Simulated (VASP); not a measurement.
Here is the system:

```yaml
crystal:
  lattice:
    - [2.88603, 0.00000, 0.00000]
    - [0.00000, 2.88603, 0.00000]
    - [0.00000, 0.00000, 2.88603]
  atoms:
    - { symbol: Al, position: [0.50000, 0.50000, 0.50000] }
    - { symbol: Co, position: [0.00000, 0.00000, 0.00000] }
```

These are TPSS meta-GGA, VASP's PBE PAW potentials (set 64) (plane waves; VASP 6.6.1) values and carry that method's errors. Run with 520 eV cut-off, 13×13×13 Γ-centred mesh, first-order Methfessel-Paxton smearing of 0.10 eV, potentials Al Co.

Task: Give the stress tensor in GPa (positive for a compressed cell).

Result: 
```
-10.01    0.00    0.00
  0.00  -10.01    0.00
  0.00    0.00  -10.01
```
The pressure is its mean diagonal, -10.01 GPa.

The compound is CoAl in the CsCl type structure. This cell is one point of a volume scan, at 1.06 of the reference volume. The run is not spin-polarised, so no magnetic state was tried.
